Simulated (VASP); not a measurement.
An input for Quantum ESPRESSO's pw.x (written as the equivalent of a VASP run, and not itself run):

```
&CONTROL
  calculation = 'vc-relax'
  pseudo_dir = './pseudo'
  outdir = './out'
  tprnfor = .true.
  tstress = .true.
  nstep = 60
  forc_conv_thr = 0.00039
/
&SYSTEM
  ibrav = 0
  nat = 2
  ntyp = 2
  ecutwfc = 56
  occupations = 'smearing'
  smearing = 'methfessel-paxton'
  degauss = 0.00735
  input_dft = 'pz'
/
&ELECTRONS
  conv_thr = 7.3e-08
  electron_maxstep = 100
/
&IONS
/
&CELL
/
ATOMIC_SPECIES
  Pb 207.200 Pb.upf
  S 32.060 S.upf
CELL_PARAMETERS angstrom
     4.0897000    0.0000000    0.0000000
    -2.0448500    3.5417840    0.0000000
     0.0000000    0.0000000    3.7881700
ATOMIC_POSITIONS crystal
  Pb   0.0000000  0.0000000  0.0000000
  S    0.6666670  0.3333330  0.5000000
K_POINTS automatic
  9 9 9 0 0 0
```

Translate this input to VASP (INCAR, KPOINTS, POSCAR, choice of POTCAR).

This is not unique; one that fits is 
**KPOINTS**
```
Automatic
0
Gamma
9 9 9
```

POSCAR:
```
PbS
1.0
  4.0897000000   0.0000000000   0.0000000000
 -2.0448500000   3.5417840000   0.0000000000
  0.0000000000   0.0000000000   3.7881700000
Pb S
1 1
direct
  0.0000000000   0.0000000000   0.0000000000
  0.6666670000   0.3333330000   0.5000000000
```

### INCAR
```
SYSTEM = PbS
PREC = Accurate
ENCUT = 400
EDIFF = 1E-6
NELM = 100
ALGO = Normal
LREAL = .FALSE.
LASPH = .TRUE.
ISMEAR = 1
SIGMA = 0.1
LMAXMIX = 4
LWAVE = .FALSE.
LCHARG = .FALSE.
IBRION = 2
ISIF = 3
NSW = 60
EDIFFG = -0.01
```

POTCAR, in this order: Pb_d S (LDA.64 set). Program: vasp_std.

The two are equivalent in intent, not identical: the potentials are each code's own (VASP's PAW set, PseudoDojo norm-conserving files in pw.x), so ENCUT and ecutwfc are chosen apart and not converted; conv_thr bounds pw.x's estimated SCF error, while EDIFF bounds the energy change between steps; forc_conv_thr acts on force components and is met together with etot_conv_thr.

The structure comes from a computed database's PbS entry (P-6m2); how it stands against other phases isn't given here. This run relaxes it. Symmetry was kept, so distortions that lower it aren't found.
